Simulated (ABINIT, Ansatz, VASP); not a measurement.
Al2Cu (I4/mmm, 3 atoms in the cell) computed with different codes at matched settings

Self-consistent single point.

```xyz
3
Lattice="-2.0303 2.0303 2.8511 2.0303 -2.0303 2.8511 2.0303 2.0303 -2.8511" Properties=species:S:1:pos:R:3 pbc="T T T"
Al     0.0000     2.0303     1.4255
Al     2.0303     0.0000     1.4255
Cu     0.0000     0.0000     2.8511
```

Shared settings, as Ansatz (a first-principles code) writes them: kpoints.mp_grid.grid = 9 9 9; scf.occupations.method = gaussian; scf.occupations.width = 0.05 eV. Potentials and cutoffs stand in the table.

```tsv
code	model	pressure (GPa)	cutoff
Ansatz	LDA (PW92), default PAW files made with PBE	-3.25	default
VASP	LDA (PZ), VASP's LDA PAW potentials (set 64)	-3.69	300 eV
ABINIT	LDA (PW92), PAW (JTH v2.0 LDA PAW)	-3.48	30 Ha
```

On Ansatz's run: spin polarisation is off.

The spread over the programs that give each value: pressure within 0.44 GPa.

Ansatz's pressure is given at a fixed set of plane waves, as the other plane-wave codes print theirs; with its correction for the finite basis it is -3.17 GPa. The same LDA comes in different parametrisations, which differ slightly.

VASP's run is marked for a possible Pulay error in its stress at this cutoff; no cutoff test was made.

The starting cell comes from a database of computed structures (which also holds hypothetical and non-ambient phases and stackings), without a prior relaxation at this level.

Left out of this page: Quantum ESPRESSO, GPAW, Elk, FLEUR and SIESTA (not drawn, or without a comparable value).

Keys are those of Ansatz 0.2.
